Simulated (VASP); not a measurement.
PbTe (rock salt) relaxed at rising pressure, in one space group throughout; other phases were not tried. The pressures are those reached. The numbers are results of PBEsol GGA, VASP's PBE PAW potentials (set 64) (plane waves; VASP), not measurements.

```tsv
P (GPa)	V (Å³/atom)	k-mesh
-0.02	33.406	7×7×7
4.94	30.525	7×7×7
10.00	28.593	8×8×8
20.01	25.961	8×8×8
29.89	24.208	8×8×8
```

A change of mesh leaves a small step in the series.

Question: Fit an equation of state and predict the volume at 45.08 GPa.

Answer: Least squares on the third-order Birch-Murnaghan form, P = (3B0/2)(y⁷ − y⁵)[1 + (3/4)(B′ − 4)(y² − 1)] with y = (V0/V)^(1/3), gives V0 = 33.382 Å³/atom, B0 = 46 GPa and B′ = 4.4, and so 22.299 Å³/atom. The run gave 22.304 Å³/atom, +0.0 % from the fit.

Pressures at which the relaxation failed are left out.

The compound is PbTe in the rock salt structure.
